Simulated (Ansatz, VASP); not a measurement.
## NiGe in two plane-wave programs

One calculation is typed for both programs; each brings its own data sets. How far apart do they land? The structure shown is the end of the Ansatz relaxation below.

Program: Ansatz 0.2.0. Level of theory: plane waves, with VASP 6.6.1 beside it; single point at PBEsol. Results are calculated unless marked as measured.

## Step 1: Starting point

It takes space group Pnma (No. 62, orthorhombic). Conventional cell: a = 5.339 Å, b = 3.477 Å, c = 5.808 Å, α = 90.00°, β = 90.00°, γ = 90.00°. Nearest to Ge lie 6 Ni at 2.34 to 2.51 Å. Nearest to Ni lie 6 Ge at 2.34 to 2.51 Å. Farther neighbours are not listed.

## Step 2: Ansatz: relaxation, PBEsol

Ansatz runs on its PAW soft_1 files.

This run makes the geometry at which the two programs are then compared.

input.yaml

```yaml
crystal:
  lattice:
    - [5.3026665382, 0.0, 0.0]
    - [0.0, 3.4488285962, 0.0]
    - [0.0, 0.0, 5.7336074663]
  atoms:
    - { symbol: Ge, position: [0.3113835716, 0.75, 0.0889439553] }
    - { symbol: Ge, position: [0.1886164284, 0.25, 0.5889439553] }
    - { symbol: Ge, position: [0.8113835716, 0.75, 0.4110560447] }
    - { symbol: Ge, position: [0.6886164284, 0.25, 0.9110560447] }
    - { symbol: Ni, position: [0.0071331911, 0.25, 0.1891699908] }
    - { symbol: Ni, position: [0.4928668089, 0.75, 0.6891699908] }
    - { symbol: Ni, position: [0.5071331911, 0.25, 0.3108300092] }
    - { symbol: Ni, position: [0.9928668089, 0.75, 0.8108300092] }
kpoints:
  mp_grid: { grid: [8, 13, 8] }
scf:
  occupations: { method: fermi_dirac, width: 0.05 }
hamiltonian:
  xc: pbesol
  pseudopotentials: { kind: paw, azcp: { folder: soft_1 }, xc_functional: pbe }
basis:
  ecutwfc: 600
output:
  forces: true
  stress: true
relax:
  f_tol: 0.005
  max_steps: 70
  cell: { stress_tol: 0.02, p_target: -4 }
```

The run is started by

```
> ansatz run input.yaml --threads 4 --pin off --max-ram 10240MiB --backend cpu --events-out ev --progress --plain --runs-dir out
```

Numbers of over 12 decimals in the logs are rounded to 6 here.

The program printed:

```text
Engine: ansatz 0.2.0, aarch64-unknown-linux-gnu
Pseudopotentials: kind: paw
Pseudopotential: Ge, paw, valence charge 14, recommended cutoff 420 eV (normal), soft_1/Ge.paw.azcp
Pseudopotential: Ni, paw, valence charge 18, recommended cutoff 420 eV (normal), soft_1/Ni.paw.azcp
Functional definition: PBEsol
  exchange = pbesol_x
  correlation = pbesol_c
Crystal: 8 atoms, lattice volume = 104.856 Å³
Basis set: ecut = 600 eV, 3503 PW (Γ), exchange–correlation on 90×60×96 points (8 copies of the dense FFT grid, shifted against one another)
Bands: 77, of which v1, the nominal top of the filled ones, is band 64 counted from 1 (63 counted from 0)
Symmetry: 8 space group operations
Space group: Pnma (ITA 62), of the structure as read, at distance tolerance 4.7e-5 Å
k-points: 175 of 832
Non-local potential: Ge, projectors of the file, l = 0: 2, l = 1: 2, l = 2: 3, l = 3: 1
Non-local potential: Ni, projectors of the file, l = 0: 3, l = 1: 2, l = 2: 3, l = 3: 1
PAW form: soft (Blöchl's): semilocal exchange-correlation on the pseudo side does not see the compensation charge
PAW frozen core: Ge, regenerated for the run's functional, and the local potential with it (the file was generated under x = pbe(κ = 0.804, μ = 0.219515), c = pbe(β = 0.066725))
PAW frozen core: Ni, regenerated for the run's functional, and the local potential with it (the file was generated under x = pbe(κ = 0.804, μ = 0.219515), c = pbe(β = 0.066725))
PAW one-centre angular grid: Ge, 590 points (default); XC on 64 Gauss nodes
PAW one-centre angular grid: Ni, 590 points (default); XC on 64 Gauss nodes
Initial density: superposition of atomic densities (chi_scale 0.1, normalization cell, long waves kept (reshape's long-wave potential 0.00 eV rms))
Initial wavefunctions: pseudopotential atomic-orbital guess
Functional: x = pbesol(κ = 0.804, μ = 0.123457), c = pbesol(β = 0.046)
SCF iter   1: F=—  HF=-40240.764937 eV  |F-HF|=—  |Δ(HF+E_count)|=         —  Δρ=1.53e-1  dr2=2.34e1  ethr=3.10e-3  ⟨swp⟩=4.4  Hψ=51294  notcnv=0  defer=235
preconditioner: auto → Kerker (q_TF=auto, 2.821 Å⁻¹)  [metal: Δε(μ)=0.023 eV  Ē_g=16.532 eV  σ=0.050 eV  W_gap=0.12  n_scr=38 (ndim 8)  ℏωp=35.5 eV  f_vac=0.000  D(μ)=2.06/eV (n_scr^D=10)]
SCF iter   2: F=—  HF=-40238.051310 eV  |F-HF|=—  |Δ(HF+E_count)|=    2.71e0  Δρ=4.74e-2  dr2=4.03e0  ethr=3.10e-3  ⟨swp⟩=3.0  Hψ=21883  notcnv=0  defer=811
SCF iter   3: F=—  HF=-40237.138855 eV  |F-HF|=—  |Δ(HF+E_count)|=   9.12e-1  Δρ=2.37e-2  dr2=1.09e0  ethr=3.10e-3  ⟨swp⟩=2.1  Hψ=16858  notcnv=0  defer=789
SCF iter   4: F=—  HF=-40236.942677 eV  |F-HF|=—  |Δ(HF+E_count)|=   1.96e-1  Δρ=1.10e-2  dr2=7.43e-2  ethr=8.49e-4  ⟨swp⟩=2.4  Hψ=19005  notcnv=0  defer=785
SCF iter   5: F=—  HF=-40236.935896 eV  |F-HF|=—  |Δ(HF+E_count)|=   6.78e-3  Δρ=5.57e-3  dr2=2.97e-2  ethr=5.80e-5  ⟨swp⟩=2.8  Hψ=27013  notcnv=0  defer=781
SCF iter   6: F=—  HF=-40236.933478 eV  |F-HF|=—  |Δ(HF+E_count)|=   2.42e-3  Δρ=1.12e-3  dr2=1.70e-3  ethr=2.32e-5  ⟨swp⟩=2.0  Hψ=14081  notcnv=0  defer=781
SCF iter   7: F=—  HF=-40236.933261 eV  |F-HF|=—  |Δ(HF+E_count)|=   2.18e-4  Δρ=3.50e-4  dr2=1.38e-4  ethr=1.33e-6  ⟨swp⟩=2.0  Hψ=21349  notcnv=0  defer=781
SCF iter   8: F=—  HF=-40236.933077 eV  |F-HF|=—  |Δ(HF+E_count)|=   1.84e-4  Δρ=1.41e-4  dr2=2.49e-5  ethr=1.08e-7  ⟨swp⟩=2.0  Hψ=21148  notcnv=0  defer=781
SCF iter   9: F=—  HF=-40236.933120 eV  |F-HF|=—  |Δ(HF+E_count)|=   4.34e-5  Δρ=2.81e-5  dr2=5.75e-7  ethr=1.94e-8  ⟨swp⟩=2.2  Hψ=21507  notcnv=0  defer=781
SCF iter  10: F=-40236.933120 eV  HF=-40236.933120 eV  |F-HF|=1.30e-8  |Δ(HF+E_count)|=   1.85e-7  Δρ=6.28e-6  dr2=3.34e-8  ethr=7.81e-11  ⟨swp⟩=4.3  Hψ=48267  notcnv=0
SCF 1 converged in 10 iterations: F = -40236.933120 eV  dr2 = 3.34e-8
  greatest PAW one-centre occupation: 1.001 electrons in one spin orbital (limit 2), on the Ni atom at site 7 (counted from 0), in its partial waves of l = 1
relax step   1: F+E_penalty+E_count = -40236.93311986 eV  Δ(F+E_penalty+E_count) = +0.000e0 eV  max|allowed force component| = 3.315e-3 eV/Å  Δτ_max = 0.0000 Å  P = +0.001 GPa  Ω = 104.856 Å³  (10 SCF iters, dr2 threshold 1.00e-7 eV, accepted)
[...]
relax step   4: F+E_penalty+E_count = -40236.89463852 eV  Δ(F+E_penalty+E_count) = +1.512e-3 eV  max|allowed force component| = 2.886e-3 eV/Å  Δτ_max = 0.0007 Å  P = -4.008 GPa  Ω = 107.827 Å³  energy of the carried Pulay correction = -4.001e-4 eV  (6 SCF iters, dr2 threshold 2.12e-8 eV, accepted)
[...]
relax step   5: F+E_penalty+E_count = -40236.89458348 eV  Δ(F+E_penalty+E_count) = +5.504e-5 eV  max|allowed force component| = 1.782e-3 eV/Å  Δτ_max = 0.0012 Å  P = -3.994 GPa  Ω = 107.830 Å³  energy of the carried Pulay correction = -4.002e-4 eV  (6 SCF iters, dr2 threshold 3.02e-9 eV, accepted)
[...]
relax step   6: F+E_penalty+E_count = -40236.89456293 eV  Δ(F+E_penalty+E_count) = +2.055e-5 eV  max|allowed force component| = 5.283e-4 eV/Å  Δτ_max = 0.0005 Å  P = -4.002 GPa  Ω = 107.831 Å³  energy of the carried Pulay correction = -4.002e-4 eV  (6 SCF iters, dr2 threshold 1.24e-9 eV, accepted)
[...]
relax step   7: F+E_penalty+E_count = -40236.89494563 eV  Δ(F+E_penalty+E_count) = -3.827e-4 eV  max|allowed force component| = 5.481e-4 eV/Å  Δτ_max = 0.0000 Å  P = -4.004 GPa  Ω = 107.831 Å³  stress off target by 4.35e-3 GPa  SCF on the basis re-selected at this cell (its energy is not comparable with the rows above)  (7 SCF iters)
basis re-selected at this cell: Δ(F+E_penalty+E_count) = -3.827e-4 eV, ΔP = -0.002 GPa vs the last step (what re-selecting the basis moved, of the pressure what is left beyond the Pulay correction that the steps carried, after the strain that the cell walked since its last selection, with what the two solves' SCF thresholds leave and, on support functions, any second-order correction that the steps lacked; it is no m [...]
SCF converged after 7 iterations
Free energy (F): -40236.894946 eV
Harris-Foulkes:  -40236.894946 eV  (|F-HF|=0.00e0)
Internal energy: -40236.875057 eV  (E = F + TS)
E sigma→0 (E₀):  -40236.885002 eV
Entropy (-TS):   -0.019888 eV (-2.486 meV/atom)
Fermi energy:    15.123668 eV
--- Per-component energies (eV) ---
  E_band       = -1612.271978
  E_kinetic    = 1743.191245
  E_local      = -19815.647899  (includes V_loc(G=0)·N_el)
  E_nonlocal   = 419.039831
  E_hartree    = 10228.780792
  E_xc         = -737.669955
  E_vxc        = -848.338091  (∫ρ·V_xc dr)
  E_paw        = -14385.279426  (= ΣΔE_a)
  E_vpaw       = -3568.079627  (= ΣTr[D̂ρ^β])
  E_aug_tail   = 0.001028  (compensation charges beyond the density's cutoff)
  E_ewald      = -17693.751582
  E_core_change = 4.460908  (= ΣΔE_core)
  E_smearing   = -0.019888  (= −TS)
  E_closure    = 0.000000  (closes the sum)
  Σ components = -40236.894946   (vs F -40236.894946, Δ=0.00e0)
--- Forces (eV/Å), atoms counted from 1 ---
  atom   1  Ge    -0.00054809     0.00000000    -0.00050168
  atom   2  Ge     0.00054809    -0.00000000    -0.00050168
  atom   3  Ge    -0.00054809     0.00000000     0.00050168
  atom   4  Ge     0.00054809    -0.00000000     0.00050168
  atom   5  Ni     0.00032209     0.00000000     0.00017057
  atom   6  Ni    -0.00032209     0.00000000     0.00017057
  atom   7  Ni     0.00032209    -0.00000000    -0.00017057
  atom   8  Ni    -0.00032209    -0.00000000    -0.00017057
  max |Σ_I F_I| component: 1.73e-18 eV/Å
--- Stress (GPa, compression-positive) ---
       -4.002181      -0.000000      -0.000000
       -0.000000      -4.004346      -0.000000
       -0.000000      -0.000000      -4.004118
  P = ⅓ Tr σ = -4.0035 GPa (-40.035 kbar)
--- Relaxed structure (6 steps of the walk, 6 accepted, 1 SCFs on fresh bases) ---
  F+E_penalty+E_count = -40236.89494563 eV   max|allowed force component| = 5.481e-4 eV/Å   (the final SCF, on the basis selected at the relaxed cell)
  cell:  # Å, volume = 107.8312 Å³
    - [5.339146, 0.0, 0.0]
    - [0.0, 3.477494, 0.0]
    - [0.0, 0.0, 5.807729]
  atoms:
    - { symbol: Ge, position: [0.309421, 0.750000, 0.088377] }
    - { symbol: Ge, position: [0.190579, 0.25, 0.588377] }
    - { symbol: Ge, position: [0.809421, 0.750000, 0.411623] }
    - { symbol: Ge, position: [0.690579, 0.25, 0.911623] }
    - { symbol: Ni, position: [0.00573252, 0.25, 0.191026] }
    - { symbol: Ni, position: [0.494267, 0.750000, 0.691026] }
    - { symbol: Ni, position: [0.505733, 0.25, 0.308974] }
    - { symbol: Ni, position: [0.994267, 0.750000, 0.808974] }
```

## Step 3: VASP: single point, PBEsol

The same cell, functional, mesh and smearing now go to VASP, with its own data sets.

Lines of VASP's logs that name or quote its potential files are left out, and so is its time.

INCAR

```
SYSTEM = NiGe
PREC = Accurate
ENCUT = 600
EDIFF = 1E-06
NELM = 120
ISMEAR = -1
SIGMA = 0.05
LREAL = .FALSE.
ALGO = Normal
GGA = PS
NBANDS = 59
LASPH = .TRUE.
LORBIT = 11
LWAVE = .FALSE.
LCHARG = .FALSE.
ISIF = 2
GGA_COMPAT = .FALSE.
KPAR = 2
```

POSCAR

```
NiGe
1.0
    5.3391463844      0.0000000000      0.0000000000
    0.0000000000      3.4774937756      0.0000000000
    0.0000000000      0.0000000000      5.8077291147
Ge Ni
4 4
Direct
    0.3094205947      0.7500000000      0.0883774122
    0.1905794053      0.2500000000      0.5883774122
    0.8094205947      0.7500000000      0.4116225878
    0.6905794053      0.2500000000      0.9116225878
    0.0057325229      0.2500000000      0.1910257166
    0.4942674771      0.7500000000      0.6910257166
    0.5057325229      0.2500000000      0.3089742834
    0.9942674771      0.7500000000      0.8089742834
```

KPOINTS

```
Automatic mesh
0
Gamma
8 13 8
0 0 0
```

Potentials, in the order of the species: Ge_d and Ni (PBE family, release 64).

The run is started by

```
> mpirun -np 2 vasp_std
```

The program printed:

```text
[banner, memory and clock lines left out]
running    2 mpi-ranks, on    1 nodes
 distrk:  each k-point on    1 cores,    2 groups
 distr:  one band on    1 cores,    1 groups

 POSCAR found type information on POSCAR GeNi
 POSCAR found :  2 types and       8 ions
|                                                                             |
|               ----> ADVICE to this user running VASP <----                  |
|                                                                             |
|     You enforced a specific xc type in the INCAR file but a different       |
|     [... a line on the potential file left out ...]
|     I HOPE YOU KNOW WHAT YOU ARE DOING!                                     |
|                                                                             |

 LDA part: xc-table for (Slater+PW92), standard interpolation
 POSCAR, INCAR and KPOINTS ok, starting setup
 FFT: planning ... GRIDC
 FFT: planning ... GRID_SOFT
 FFT: planning ... GRID
 WAVECAR not read
 entering main loop
       N       E                     dE             d eps       ncg     rms          rms(c)
DAV:   1     0.107900762274E+04    0.10790E+04   -0.43894E+04 24487   0.469E+03
DAV:   2     0.183062374051E+03   -0.89595E+03   -0.85258E+03 20650   0.106E+03
DAV:   3    -0.342749425285E+02   -0.21734E+03   -0.20713E+03 20669   0.291E+02
DAV:   4    -0.525699832667E+02   -0.18295E+02   -0.17916E+02 23103   0.951E+01
DAV:   5    -0.530744305907E+02   -0.50445E+00   -0.50278E+00 22566   0.178E+01    0.243E+01
DAV:   6    -0.614699898045E+02   -0.83956E+01   -0.93090E+01 23877   0.101E+02    0.347E+01
DAV:   7    -0.473251249635E+02    0.14145E+02   -0.33395E+01 22475   0.677E+01    0.375E+00
DAV:   8    -0.473433143751E+02   -0.18189E-01   -0.41262E+00 25191   0.140E+01    0.329E+00
DAV:   9    -0.472612023506E+02    0.82112E-01   -0.68896E-01 24785   0.762E+00    0.696E-01
DAV:  10    -0.472586367282E+02    0.25656E-02   -0.56782E-02 22210   0.257E+00    0.342E-01
DAV:  11    -0.472583360742E+02    0.30065E-03   -0.55183E-03 28423   0.575E-01    0.141E-01
DAV:  12    -0.472583743323E+02   -0.38258E-04   -0.42544E-04 25739   0.163E-01    0.503E-02
DAV:  13    -0.472583528414E+02    0.21491E-04   -0.62177E-05 27527   0.875E-02    0.667E-03
DAV:  14    -0.472583531787E+02   -0.33736E-06   -0.14347E-05 19203   0.222E-02    0.450E-03
DAV:  15    -0.472583531206E+02    0.58091E-07   -0.39162E-07 11573   0.479E-03
   1 F= -.47258353E+02 E0= -.47248368E+02  d E =-.199697E-01
```

Parts of OUTCAR (step 3):

```text
ion  position               nearest neighbor table
   1  0.309  0.750  0.088-   8 2.34   7 2.40   7 2.40   5 2.45   5 2.45   6 2.51   4 2.87   4 2.87

  LATTYP: Found a simple orthorhombic cell.
 ALAT       =     3.4774937756
 B/A-ratio  =     1.5353431894
 C/A-ratio  =     1.6700904414

 Subroutine GETGRP returns: Found  8 space group operations
 (whereof  2 operations were pure point group operations)

The static configuration has the point symmetry S_2 .
 The point group associated with its full space group is D_2h.

 Found    175 irreducible k-points:

   k-points           NKPTS =    175   k-points in BZ     NKDIM =    175   number of bands    NBANDS=     59

   dimension x,y,z NGX =    48 NGY =   28 NGZ =   48
   dimension x,y,z NGXF=    96 NGYF=   56 NGZF=   96

   ENCUT  =  600.0 eV  44.10 Ry    6.64 a.u.  10.66  6.95 11.60*2*pi/ulx,y,z

   NELECT =      96.0000    total number of electrons

 k-points in reciprocal lattice and weights: Automatic mesh
   0.00000000  0.00000000  0.00000000       0.001
   0.12500000  0.00000000  0.00000000       0.002
   0.25000000  0.00000000  0.00000000       0.002
   0.37500000  0.00000000  0.00000000       0.002
   0.50000000  0.00000000  0.00000000       0.001
   0.00000000  0.07692308  0.00000000       0.002
   0.12500000  0.07692308  0.00000000       0.005
   0.25000000  0.07692308  0.00000000       0.005
   0.37500000  0.07692308  0.00000000       0.005
[...]
0.37500000  0.46153846  0.50000000       0.005
   0.50000000  0.46153846  0.50000000       0.002

 average (electrostatic) potential at core
       1 -70.2537       2 -70.2537       3 -70.2537       4 -70.2537       5 -82.7655
       6 -82.7655       7 -82.7655       8 -82.7655

 E-fermi :   8.6886

 k-point     1 :       0.0000    0.0000    0.0000
  band No.  band energies     occupation
    ...
     44       6.9830      2.00000
     45       7.0246      2.00000
     46       7.6037      2.00000
     47       7.7396      2.00000
     48       7.8725      2.00000
     49       9.3362      0.00000
     50       9.5266      0.00000
     51      12.5085      0.00000
     52      12.7299      0.00000
     53      13.0433      0.00000
    ...

 k-point     2 :       0.1250    0.0000    0.0000
  band No.  band energies     occupation
    ...
     44       7.0051      2.00000
     45       7.0150      2.00000
     46       7.5179      2.00000
     47       7.9204      2.00000
     48       8.0038      2.00000
     49       9.5576      0.00000
     50       9.9289      0.00000
     51      12.5593      0.00000
     52      12.5782      0.00000
     53      12.8640      0.00000
    ...

 k-point     3 :       0.2500    0.0000    0.0000
  band No.  band energies     occupation
    ...
     44       7.0206      2.00000
     45       7.0234      2.00000
     46       7.3578      2.00000
     47       8.1228      1.99998
     48       8.5805      1.79343
     49      10.1291      0.00000
     50      10.9045      0.00000
     51      11.9325      0.00000
     52      12.0975      0.00000
     53      12.7620      0.00000
    ...

  Total       -2.5232341     -2.6182632     -2.5603199      0.0000000      0.0000000      0.0000000
  in kB      -37.4907025    -38.9026644    -38.0417313      0.0000000      0.0000000      0.0000000
  external PRESSURE =     -38.1450328 kB  Pullay stress =       0.0000000 kB

  energy-cutoff  :      600.00
  volume of cell :      107.83
      direct lattice vectors                 reciprocal lattice vectors
     5.339146384  0.000000000  0.000000000     0.187295857  0.000000000  0.000000000
     0.000000000  3.477493776  0.000000000     0.000000000  0.287563419  0.000000000
     0.000000000  0.000000000  5.807729115     0.000000000  0.000000000  0.172184339

 POSITION                                       TOTAL-FORCE (eV/Angst)
 -----------------------------------------------------------------------------------
      1.65204      2.60812      0.51327        -0.002139      0.000000      0.002021
      1.01753      0.86937      3.41714         0.002139      0.000000      0.002021
      4.32162      2.60812      2.39059        -0.002139     -0.000000     -0.002021
      3.68710      0.86937      5.29446         0.002139      0.000000     -0.002021
      0.03061      0.86937      1.10943         0.006010     -0.000000      0.001539
      2.63897      2.60812      4.01329        -0.006010     -0.000000      0.001539
      2.70018      0.86937      1.79444         0.006010      0.000000     -0.001539
      5.30854      2.60812      4.69830        -0.006010     -0.000000     -0.001539
 -----------------------------------------------------------------------------------
    total drift:                                0.000000     -0.000000     -0.000000

  FREE ENERGIE OF THE ION-ELECTRON SYSTEM (eV)
  ---------------------------------------------------
  free  energy   TOTEN  =       -47.2583531206 eV

  energy  without entropy=      -47.2383834639  energy(sigma->0) =      -47.24836829

 total charge
# of ion       s       p       d       tot
------------------------------------------
    1        1.138   1.182  10.083  12.404
    2        1.138   1.182  10.083  12.404
    3        1.138   1.182  10.083  12.404
    4        1.138   1.182  10.083  12.404
    5        0.458   0.531   8.446   9.436
    6        0.458   0.531   8.446   9.436
    7        0.458   0.531   8.446   9.436
    8        0.458   0.531   8.446   9.436
--------------------------------------------------
tot          6.387   6.852  74.119  87.359

[... 3 further parts left out ...]
```

This run has no spin polarisation, so a moment on Ni, if there is one, isn't seen.

## Step 4: Side by side

Known differences besides the potentials themselves: the data sets hold 128 valence electrons in Ansatz (on its PAW soft_1 files) and 96 in VASP; Ansatz makes its cores anew for this functional, VASP keeps those of its PBE data sets; Ansatz's pressure holds a Pulay correction, VASP's none. Total energies have different zeros and are not compared.

Compared:

| quantity | Ansatz | VASP | difference |
| --- | --- | --- | --- |
| pressure (GPa) | -4.00 | -3.81 | -0.19 |

At this near-relaxed geometry the largest component of a force difference is 6 meV/Å.

## Step 5: Outcome

| Item | Value |
| --- | --- |
| difference in pressure (single point, PBEsol) | -0.19 GPa |

In words: The difference in pressure is -0.19 GPa (single point, PBEsol), within the 1 GPa picked in this series as the mark of a large difference. The data sets hold unlike numbers of valence electrons (128 in Ansatz and 96 in VASP), so part of the differences comes from the potentials. Such differences can come from data sets, numerical settings and the points named under the comparisons, not from the functional's error against experiment.

[Lines on the potential files, build, host, timing and source positions are cut from VASP's logs without a mark.]

[Logs are printed without paths, hosts, clocks, repeated set-up lines and the standing remarks that a program may print on its own settings, such as how far it seeks lower states.]

[Hosts, paths, dates, database ids (printed as entryN), source tags and the programs' standing remarks are cut or masked in the printed files.]
